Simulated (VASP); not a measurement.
Level of theory: PBEsol GGA, VASP's PBE PAW potentials (set 64) (plane waves; VASP 6.6.1).

VASP input:

### KPOINTS
```
Regular mesh
0
gamma
9 9 9
```

File POSCAR:
```
ZnSe
1
   -0.0000000000     2.5890748210     2.5890748210
    2.5890748210    -0.0000000000     2.5890748210
    2.5890748210     2.5890748210    -0.0000000000
Zn Se
1 1
Direct
  1.0000000000   0.0000000000   0.0000000000
  0.2500000000   0.2500000000   0.2500000000
```

**INCAR**
```
SYSTEM = ZnSe
PREC = Accurate; ENCUT = 500; LREAL = .FALSE.
LASPH = .TRUE.
EDIFF = 1E-6; NELM = 100; ALGO = Normal
LMAXMIX = 4
ISMEAR = 0; SIGMA = 0.05
GGA = PS
IBRION = 2; NSW = 40; ISIF = 3
EDIFFG = -0.02; PSTRESS = 300
LWAVE = .FALSE.; LCHARG = .FALSE.
```

POTCAR, in this order: Zn Se (PBE.64 set). Program: vasp_std.

What VASP printed:

OSZICAR:
```
       N       E                     dE             d eps       ncg     rms          rms(c)
DAV:   1     0.888962879118E+02    0.88896E+02   -0.93137E+03   918   0.172E+03
DAV:   2    -0.110238651463E+01   -0.89999E+02   -0.85796E+02   965   0.289E+02
DAV:   3    -0.635335569832E+01   -0.52510E+01   -0.52302E+01  1120   0.716E+01
DAV:   4    -0.639659296934E+01   -0.43237E-01   -0.43231E-01  1005   0.685E+00
DAV:   5    -0.639679224950E+01   -0.19928E-03   -0.19928E-03  1080   0.462E-01    0.855E+00
DAV:   6    -0.606015773658E+01    0.33663E+00   -0.98249E-01  1105   0.405E+01    0.609E+00
DAV:   7    -0.602911064897E+01    0.31047E-01   -0.32129E-01   990   0.702E+00    0.254E+00
DAV:   8    -0.602483382428E+01    0.42768E-02   -0.69239E-03  1362   0.153E+00    0.573E-01
DAV:   9    -0.602419684251E+01    0.63698E-03   -0.15472E-03  1065   0.633E-01    0.641E-02
DAV:  10    -0.602418514443E+01    0.11698E-04   -0.32933E-04  1325   0.283E-01    0.357E-02
DAV:  11    -0.602419071300E+01   -0.55686E-05   -0.22037E-05   988   0.599E-02    0.627E-03
DAV:  12    -0.602419110560E+01   -0.39261E-06   -0.24015E-06   916   0.167E-02
   1 F= 0.47522693E+00 E0= 0.47522693E+00  d E =0.475227E+00
```

**OUTCAR**
```
------------------------ aborting loop because EDIFF is reached ----------------------------------------
  FORCE on cell =-STRESS in cart. coord.  units (eV):
  Direction    XX          YY          ZZ          XY          YZ          ZX
  --------------------------------------------------------------------------------------
  Total        6.4809481      6.4809481      6.4809481      0.0000000      0.0000000      0.0000000
  in kB      299.1474651    299.1474651    299.1474651      0.0000000      0.0000000      0.0000000
  external PRESSURE =      -0.8525349 kB  Pullay stress =     300.0000000 kB
  volume of cell :       34.71
      direct lattice vectors                 reciprocal lattice vectors
     0.000000000  2.589074821  2.589074821    -0.193119178  0.193119178  0.193119178
     2.589074821  0.000000000  2.589074821     0.193119178 -0.193119178  0.193119178
     2.589074821  2.589074821  0.000000000     0.193119178  0.193119178 -0.193119178
  FREE ENERGIE OF THE ION-ELECTRON SYSTEM (eV)
  ---------------------------------------------------
  free  energy   TOTEN  =        -6.0241911056 eV

  energy  without entropy=       -6.0241911056  energy(sigma->0) =       -6.02419111
  enthalpy is  TOTEN    =         0.4752269346 eV   P V=        6.4994180402

 reached required accuracy - stopping structural energy minimisation
```
(Selected blocks of OUTCAR.)

OUTCAR:
```
 val. band max:        4.2335047675   @ k =   0.0000   0.0000   0.0000

 cond. band min:       6.3795453510   @ k =   0.4444   0.4444   0.0000


 Fermi energy:         4.5242844930

 k-point     1 :       0.0000    0.0000    0.0000
  band No.  band energies     occupation
      1     -11.2218      2.00000
      2      -3.7421      2.00000
      3      -3.7421      2.00000
      4      -3.7421      2.00000
      5      -3.0787      2.00000
      6      -3.0787      2.00000
      7       4.2335      2.00000
      8       4.2335      2.00000
      9       4.2335      2.00000
     10       6.5882      0.00000
     11       9.7346      0.00000
     12       9.7346      0.00000
     13       9.7346      0.00000

 k-point     2 :       0.1111    0.0000    0.0000
  band No.  band energies     occupation
      1     -11.0933      2.00000
      2      -3.7571      2.00000
      3      -3.7199      2.00000
      4      -3.7199      2.00000
      5      -3.0819      2.00000
      6      -3.0819      2.00000
      7       2.9007      2.00000
      8       4.0280      2.00000
      9       4.0280      2.00000
     10       7.3680      0.00000
     11       9.9054      0.00000
     12      10.0375      0.00000
     13      10.0375      0.00000

 k-point     3 :       0.2222    0.0000    0.0000
  band No.  band energies     occupation
      1     -10.7396      2.00000
      2      -3.7703      2.00000
      3      -3.6682      2.00000
      4      -3.6682      2.00000
      5      -3.0830      2.00000
      6      -3.0830      2.00000
      7       0.8413      2.00000
      8       3.5819      2.00000
      9       3.5819      2.00000
     10       7.5580      0.00000
     11      10.5183      0.00000
     12      10.5183      0.00000
     13      11.1431      0.00000

 k-point     4 :       0.3333    0.0000    0.0000
  band No.  band energies     occupation
      1     -10.2730      2.00000
      2      -3.6876      2.00000
      3      -3.6206      2.00000
...
```

The structure was generated: ZnSe was put into the zinc blende type (F-43m), which need not be its known phase. It was relaxed first under an external pressure of 30 GPa.
